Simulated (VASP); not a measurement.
Input:

Space group Fm-3m (No. 225); a = 4.2246 Å, b = 4.2246 Å, c = 4.2246 Å, α = 90.00°, β = 90.00°, γ = 90.00°

```json
[
 {"atom": "Mg", "site": "4a", "symmetry": "m-3m", "x": "0.0000", "y": "0.0000", "z": "0.0000"},
 {"atom": "O", "site": "4b", "symmetry": "m-3m", "x": "0.5000", "y": "0.5000", "z": "0.5000"}
]
```
(The calculation used a cell of 2 atoms; values per cell refer to that cell.)

Computed with optB88-vdW, VASP's PBE PAW potentials (set 64) (plane waves; VASP). Numerical set-up: 520 eV cut-off, 11×11×11 Γ-centred mesh, Gaussian smearing of 0.050 eV, potentials Mg O.

Question: Give the energy at these volumes per atom, relative to the lowest: 8.85, 9.13, 9.41, 9.70, 9.98 Å³.

Answer: 19.6, 4.8, 0.0, 3.7, 14.7 meV/atom. A third-order Birch-Murnaghan fit gives B0 = 160 GPa and B0′ = 4.2.

Measured: bulk modulus 170 GPa at 0 K (computed value off by -5.9 %), as given by Daniel Mejia-Rodriguez et al., Physical Review B (2018), arXiv:1807.09216 [0 K value with the zero-point phonon effect removed]; a 4.189 Å at 0 K (computed value off by +0.9 %), as given by Daniel Mejia-Rodriguez et al., Physical Review B (2018), arXiv:1807.09216 [static lattice: zero-point anharmonic expansion removed].

The compound is MgO in the rock salt structure. It was relaxed first.
